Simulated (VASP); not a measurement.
Level of theory: PBE GGA, VASP's PBE PAW potentials (set 64) (plane waves; VASP).

VASP input:

KPOINTS:
```
Automatic mesh
0
G
  4 4 4
```

### POSCAR
```
Na2S
1
    0.0000000000     3.2820088486     3.2820088486
    3.2820088486     0.0000000000     3.2820088486
    3.2820088486     3.2820088486     0.0000000000
Na S
2 1
Direct
  0.2500000000   0.2500000000   0.2500000000
  0.7500000000   0.7500000000   0.7500000000
  1.0000000000   0.0000000000   0.0000000000
```

**INCAR**
```
# general
SYSTEM = Na2S
PREC   = Accurate
ENCUT  = 520   # plane-wave cut-off (eV)
LREAL  = .FALSE.   # projection in real space or not
LASPH  = .TRUE.   # aspherical one-centre terms

# electronic loop
EDIFF  = 1E-6
NELM   = 100   # most electronic steps
ALGO   = Normal

# smearing
ISMEAR = 0   # Gaussian
SIGMA  = 0.05   # width (eV)

# functional
GGA    = PE

# output
LWAVE  = .TRUE.
LCHARG = .FALSE.
```

POTCAR, in this order: Na_pv S (PBE.64 set). Program: vasp_std.

Predict the energy per atom (σ→0), band gap (on the k-mesh).

```
Quantity                          Result
------------------------  --------------
energy per atom (σ→0)     -3.324 eV/atom
band gap (on the k-mesh)         2.45 eV
```

OSZICAR:
```
...
DAV:   9    -0.997084169316E+01    0.11644E-03   -0.30660E-04   284   0.168E-01    0.561E-01
DAV:  10    -0.997251140254E+01   -0.16697E-02   -0.57789E-03   224   0.464E-01    0.216E-01
DAV:  11    -0.997251575952E+01   -0.43570E-05   -0.30189E-04   236   0.118E-01    0.115E-01
DAV:  12    -0.997253951429E+01   -0.23755E-04   -0.22908E-04   230   0.105E-01    0.959E-02
DAV:  13    -0.997253728612E+01    0.22282E-05   -0.99666E-06   260   0.276E-02    0.266E-02
DAV:  14    -0.997253610227E+01    0.11839E-05   -0.60476E-06   232   0.152E-02    0.214E-03
DAV:  15    -0.997253608401E+01    0.18267E-07   -0.55664E-07   168   0.405E-03
   1 F= -.99725361E+01 E0= -.99725361E+01  d E =-.793150E-17
```

The compound is Na2S in the antifluorite structure. It was relaxed first.
